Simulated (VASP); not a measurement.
Here is the system:

```
CELL_PARAMETERS angstrom
      1.96473    -3.40301     0.00000
      1.96473     3.40301     0.00000
      0.00000     0.00000     5.11061
ATOMIC_POSITIONS crystal
  Ni 0.00000 0.00000 0.50000
  Ni 0.00000 0.00000 0.00000
  Sb 0.33333 0.66667 0.25000
  Sb 0.66667 0.33333 0.75000
```

Level of theory: vdW-DF-cx, VASP's PBE PAW potentials (set 64) (plane waves; VASP). Numerical set-up: 520 eV cut-off, 10×10×7 Γ-centred mesh, tetrahedra with Blöchl corrections, potentials Ni Sb.

The cores are frozen, which limits the accuracy of field gradients.

Problem. Give the principal components of the electric field gradient (V/Å²) and the asymmetry η at each nucleus.

Solution. 
```
atom    Vxx    Vyy    Vzz     η
----  -----  -----  -----  ----
Ni1    11.2   11.2  -22.4  0.00
Ni2    11.2   11.2  -22.4  0.00
Sb3   -39.5  -39.5   78.9  0.00
Sb4   -39.5  -39.5   78.9  0.00
```

The compound is NiSb in the NiAs type structure. It was relaxed first. The run is not spin-polarised, so no magnetic state was tried.
